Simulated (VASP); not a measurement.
TaSn:

```
CELL_PARAMETERS angstrom
0.00000 2.78481 2.78481
2.78481 0.00000 2.78481
2.78481 2.78481 0.00000
ATOMIC_POSITIONS crystal
Ta 0.50000 0.50000 0.50000
Sn 0.00000 0.00000 0.00000
```

The cell was built by a generator and needn't be a form met in nature.

- Program: VASP 6.6.1
- Task: relaxation of cell and atoms
- Functional: PBE
- Potentials or basis: VASP PAW PBE potentials, release 64 (Ta_pv, Sn_d)
- Cutoff: 520 eV
- k mesh: 6 × 6 × 6
- Occupations: gaussian, width 0.15 eV
- Spin: no spin polarisation

At the start: pressure 5.3 GPa; volume 21.60 Å³/atom.

Task: How do energy, volume and symmetry change on relaxing?

Result: Over 3 steps the energy falls by 13.7 meV/atom and the volume is 22.47 Å³/atom (+4.0 %); space group Fm-3m (No. 225, to 0.05 Å).

The path:
```csv
step,energy change (eV),largest force (eV/Å),pressure (GPa),volume (Å³)
1,0.0000,0.0000,5.30,43.19
2,0.0304,0.0000,-5.75,47.81
3,-0.0275,0.0000,0.02,44.94
```

Final structure:
```
CELL_PARAMETERS angstrom
0.00000 2.82187 2.82187
2.82187 0.00000 2.82187
2.82187 2.82187 0.00000
ATOMIC_POSITIONS crystal
Ta 0.50000 0.50000 0.50000
Sn 0.00000 0.00000 0.00000
```
